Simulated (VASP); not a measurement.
Input for VASP

File KPOINTS:
```
K-points
0
Gamma
5 9 5
```

### POSCAR
```
Al3GaN4
1
    3.1268878094    -5.4190637749    -0.0016057019
    1.5648016435     2.7103154902    -0.0000000000
   -0.0012887413     0.0007440551     5.0413095539
Ga Al N
1 3 4
Direct
  0.3337472817   0.3337462817   0.5017420552
  0.1652366706   0.6652376706   0.0003228386
  0.8326447860   0.3326437860   0.5013314602
  0.6682737540   0.6682747540   0.0004815731
  0.3337160033   0.3337150033   0.8900980330
  0.1598272326   0.6598282326   0.3763031424
  0.8328214155   0.3328204155   0.8792363592
  0.6737328566   0.6737338566   0.3784845383
```

**INCAR**
```
SYSTEM = Al3GaN4
PREC = Accurate; ENCUT = 520; LREAL = .FALSE.
LASPH = .TRUE.
EDIFF = 1E-7; NELM = 100; ALGO = Normal
LMAXMIX = 4
ISMEAR = -5
GGA = PS
ISIF = 2
LWAVE = .FALSE.; LCHARG = .TRUE.; LORBIT = 11
NEDOS = 601
LEFG = .TRUE.
```

POTCAR, in this order: Ga_d Al N (PBE.64 set). Program: vasp_std.

Problem. Translate this PBEsol calculation to Quantum ESPRESSO's pw.x.

Solution. One equivalent input (not run):
```
&CONTROL
  calculation = 'scf'
  pseudo_dir = './pseudo'
  outdir = './out'
  tprnfor = .true.
  tstress = .true.
/
&SYSTEM
  ibrav = 0
  nat = 8
  ntyp = 3
  ecutwfc = 84
  occupations = 'tetrahedra'
  input_dft = 'pbesol'
/
&ELECTRONS
  conv_thr = 7.3e-09
  electron_maxstep = 100
/
ATOMIC_SPECIES
  Ga 69.723 Ga.upf
  Al 26.982 Al.upf
  N 14.007 N.upf
CELL_PARAMETERS angstrom
     3.1268878   -5.4190638   -0.0016057
     1.5648016    2.7103155   -0.0000000
    -0.0012887    0.0007441    5.0413096
ATOMIC_POSITIONS crystal
  Ga   0.3337473  0.3337463  0.5017421
  Al   0.1652367  0.6652377  0.0003228
  Al   0.8326448  0.3326438  0.5013315
  Al   0.6682738  0.6682748  0.0004816
  N    0.3337160  0.3337150  0.8900980
  N    0.1598272  0.6598282  0.3763031
  N    0.8328214  0.3328204  0.8792364
  N    0.6737329  0.6737339  0.3784845
K_POINTS automatic
  5 9 5 0 0 0
```
What does not carry over: the potentials are each code's own (VASP's PAW set, PseudoDojo norm-conserving files in pw.x), so ENCUT and ecutwfc are chosen apart and not converted; conv_thr bounds pw.x's estimated SCF error, while EDIFF bounds the energy change between steps; the field gradients of LEFG aren't asked of the other code.

The structure was generated: Al3GaN4 was put into an ordered model structure (Pm), which need not be its known phase. It was relaxed first.
